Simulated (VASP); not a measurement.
Input:

```xyz
1
Lattice="2.5510 0.0000 0.0000 0.0000 2.5510 0.0000 0.0000 0.0000 2.5510" Properties=species:S:1:pos:R:3 pbc="T T T"
Re     0.0000     0.0000     0.0000
```

Method: PBEsol GGA, VASP's PBE PAW potentials (set 64) (plane waves; VASP). Settings: 400 eV cut-off, Gaussian smearing of 0.050 eV, potentials Re.

Unless said otherwise, spin-orbit coupling is left out, though it shifts the bands of the heavy elements here.

### Question
What does the run give for the band gap (along the path) with the smallest direct gap where there is one?

### Answer

```json
{
  "band gap (along the path)": "none (metal, semimetal or under 0.01 eV)"
}
```

Total energies compare only between runs with the same potentials, cut-off and functional.

The structure was generated: Re was put into the simple-cubic type (Pm-3m), which need not be its known phase. It was relaxed first.
